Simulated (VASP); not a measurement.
VASP runs on TiSe$_{2}$ share one base input (PBE GGA, plane waves, VASP's PBE PAW potentials (set 64)) and change the settings named in each case.

POSCAR:
```
TiSe2
3.5433350
  1.0000000000   0.0000000000   0.0000000000
 -0.5000001411   0.8660256510   0.0000000000
  0.0000000000   0.0000000000   4.7808132734
Ti Se
1 2
Cart
  0.0000000000   0.0000000000   2.3904066367
 -0.0000005941   0.5773507227   2.8052712701
  0.5000004530   0.2886749283   1.9755420033
```

File KPOINTS:
```
Automatic mesh
0
Gamma
6 6 1
0 0 0
```

### INCAR
```
! general
SYSTEM   =  TiSe2
PREC     =  Accurate
ENCUT    =  300
LREAL    =  .FALSE.
LASPH    =  .TRUE.

! electronic loop
EDIFF    =  1E-6   ! SCF stop (eV)
NELM     =  100   ! most electronic steps
ALGO     =  Normal
LMAXMIX  =  4

! smearing
ISMEAR   =  0
SIGMA    =  0.136

! functional
GGA      =  PE

! ions
ISIF     =  2   ! forces and stress, cell fixed

! output
LWAVE    =  .FALSE.
LCHARG   =  .FALSE.
```

POTCAR, in this order: Ti_sv Se (PBE.64 set). Program: vasp_std.

| change | E(σ→0) (eV/atom) | −TS (eV) |
|---|---|---|
| base run | -6.0355 | -0.0116 |
| ENCUT = 120 | -4.6506 | -0.0098 |
| ENCUT = 150 | -5.8390 | -0.0108 |
| ENCUT = 180 | -5.9320 | -0.0106 |
| ENCUT = 210 | -5.9959 | -0.0114 |
| ENCUT = 240 | -6.0316 | -0.0116 |
| ENCUT = 270 | -6.0350 | -0.0116 |
| ENCUT = 345 | -6.0357 | -0.0116 |
| ENCUT = 390 | -6.0370 | -0.0116 |
| ENCUT = 450 | -6.0385 | -0.0116 |
| ENCUT = 525 | -6.0389 | -0.0116 |
| ENCUT = 600 | -6.0389 | -0.0116 |
 Energies of different potentials or functionals have different zeros.  The cell holds a wide vacuum, so values per volume refer to the whole cell.

Left out are runs that ran out of time, are held back, or changed the cell or the kind of run, fixed moments of cells without a moment, rows past the twelfth, gaps on odd meshes, pressures of charged cells and columns that move by less than the noise.

The cell is a sheet or thin cut with vacuum, built from a generated structure.
